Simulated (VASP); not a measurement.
All values below come from LDA (Ceperley-Alder, Perdew-Zunger), VASP's LDA PAW potentials (set 64) (plane waves; VASP).

VASP ran on this input.

INCAR:
```
ALGO  =  Normal
EDIFF  =  1E-6
EDIFFG  =  -0.02
ENCUT  =  500
IBRION  =  2
ISIF  =  3
ISMEAR  =  1
LASPH  =  .TRUE.
LCHARG  =  .FALSE.
LMAXMIX  =  6
LREAL  =  .FALSE.
LWAVE  =  .FALSE.
NELM  =  100
NSW  =  40
PREC  =  Accurate
PSTRESS  =  200
SIGMA  =  0.1
SYSTEM  =  Hf
```

**POSCAR**
```
Hf
1.0
  1.4852340273  -2.5725007423   0.0000000000
  1.4852340273   2.5725007423   0.0000000000
  0.0000000000   0.0000000000   4.7676367400
Hf
2
Direct
  0.3333330000   0.6666670000   0.2500000000
  0.6666670000   0.3333330000   0.7500000000
```

KPOINTS:
```
Automatic mesh
0
Gamma
14 14 8
0 0 0
```

POTCAR, in this order: Hf_pv (LDA.64 set). Program: vasp_std.

The run wrote:

File OSZICAR:
```
       N       E                     dE             d eps       ncg     rms          rms(c)
DAV:   1     0.473480402194E+02    0.47348E+02   -0.11674E+04  3400   0.135E+03
DAV:   2    -0.198831086122E+02   -0.67231E+02   -0.65780E+02  4266   0.271E+02
DAV:   3    -0.216476990223E+02   -0.17646E+01   -0.17368E+01  4386   0.295E+01
DAV:   4    -0.216595681245E+02   -0.11869E-01   -0.11847E-01  3954   0.301E+00
DAV:   5    -0.216597068055E+02   -0.13868E-03   -0.13864E-03  4356   0.254E-01    0.748E+01
DAV:   6    -0.212469261201E+02    0.41278E+00   -0.31205E-01  3510   0.446E+00    0.440E+01
DAV:   7    -0.210895538107E+02    0.15737E+00   -0.50285E-01  3534   0.547E+00    0.199E+00
DAV:   8    -0.210842278196E+02    0.53260E-02   -0.30904E-02  3738   0.143E+00    0.282E-01
DAV:   9    -0.210842937946E+02   -0.65975E-04   -0.66782E-04  4530   0.204E-01    0.178E-01
DAV:  10    -0.210842999717E+02   -0.61771E-05   -0.46128E-05  3756   0.582E-02    0.342E-01
DAV:  11    -0.210842911174E+02    0.88544E-05   -0.10303E-05  3894   0.262E-02    0.228E-02
DAV:  12    -0.210842910940E+02    0.23392E-07   -0.65728E-07  2346   0.700E-03
   1 F= -.16536474E+02 E0= -.16536176E+02  d E =-.165365E+02
       N       E                     dE             d eps       ncg     rms          rms(c)
DAV:   1    -0.210987254947E+02   -0.14434E-01   -0.18913E-02  3426   0.125E+00    0.338E-01
DAV:   2    -0.210981687423E+02    0.55675E-03   -0.11654E-03  3534   0.294E-01    0.102E-01
DAV:   3    -0.210979868734E+02    0.18187E-03   -0.32732E-04  3552   0.149E-01    0.452E-02
DAV:   4    -0.210979696890E+02    0.17184E-04   -0.35495E-05  4006   0.496E-02    0.412E-02
DAV:   5    -0.210979673287E+02    0.23603E-05   -0.50268E-06  3726   0.146E-02    0.860E-03
DAV:   6    -0.210979673400E+02   -0.11295E-07   -0.26461E-07  1980   0.414E-03
   2 F= -.16536414E+02 E0= -.16536097E+02  d E =0.599552E-04
       N       E                     dE             d eps       ncg     rms          rms(c)
DAV:   1    -0.210892613720E+02    0.87060E-02   -0.83445E-03  3360   0.833E-01    0.225E-01
DAV:   2    -0.210890151530E+02    0.24622E-03   -0.51519E-04  3498   0.195E-01    0.679E-02
DAV:   3    -0.210889351768E+02    0.79976E-04   -0.14288E-04  3516   0.989E-02    0.294E-02
DAV:   4    -0.210889273167E+02    0.78601E-05   -0.16026E-05  3886   0.334E-02    0.270E-02
DAV:   5    -0.210889262744E+02    0.10422E-05   -0.22360E-06  3192   0.983E-03    0.567E-03
DAV:   6    -0.210889262873E+02   -0.12835E-07   -0.14295E-07  1884   0.284E-03
   3 F= -.16536497E+02 E0= -.16536192E+02  d E =-.223169E-04
```

OUTCAR:
```
------------------------ aborting loop because EDIFF is reached ----------------------------------------
  FORCE on cell =-STRESS in cart. coord.  units (eV):
  Direction    XX          YY          ZZ          XY          YZ          ZX
  --------------------------------------------------------------------------------------
  Total        4.5526737      4.5526735      4.5525941      0.0000000      0.0000000     -0.0000000
  in kB      200.0107170    200.0107080    200.0072203      0.0000000      0.0000000     -0.0000000
  external PRESSURE =       0.0095484 kB  Pullay stress =     200.0000000 kB
  volume of cell :       36.47
      direct lattice vectors                 reciprocal lattice vectors
     1.485705608 -2.573317541 -0.000000000     0.336540427 -0.194301711 -0.000000000
     1.485705608  2.573317541  0.000000000     0.336540427  0.194301711 -0.000000000
     0.000000000  0.000000000  4.769443388    -0.000000000 -0.000000000  0.209668072
 POSITION                                       TOTAL-FORCE (eV/Angst)
 -----------------------------------------------------------------------------------
      1.48571      0.85777      1.19236         0.000000      0.000000      0.000000
      1.48571     -0.85777      3.57708        -0.000000     -0.000000      0.000000
 -----------------------------------------------------------------------------------
    total drift:                                0.000001      0.000156     -0.000014
  FREE ENERGIE OF THE ION-ELECTRON SYSTEM (eV)
  ---------------------------------------------------
  free  energy   TOTEN  =       -21.0889262873 eV

  energy  without entropy=      -21.0880121220  energy(sigma->0) =      -21.08862157
  enthalpy is  TOTEN    =       -16.5364965649 eV   P V=        4.5524297224

 reached required accuracy - stopping structural energy minimisation
```
(Selected blocks of OUTCAR.)

**CONTCAR**
```
Hf
   1.00000000000000
     1.4857056082990547   -2.5733175405090423   -0.0000000000000000
     1.4857056082990547    2.5733175405090423    0.0000000000000000
     0.0000000000000000    0.0000000000000000    4.7694433877252971
  Hf
     2
Direct
     0.3333330000000032    0.6666669999999968    0.2500000000000000
     0.6666669999999968    0.3333330000000032    0.7500000000000000
```

The compound is Hf in the hcp structure. This run relaxes it under an external pressure of 20 GPa. Symmetry was kept, so distortions that lower it aren't found.
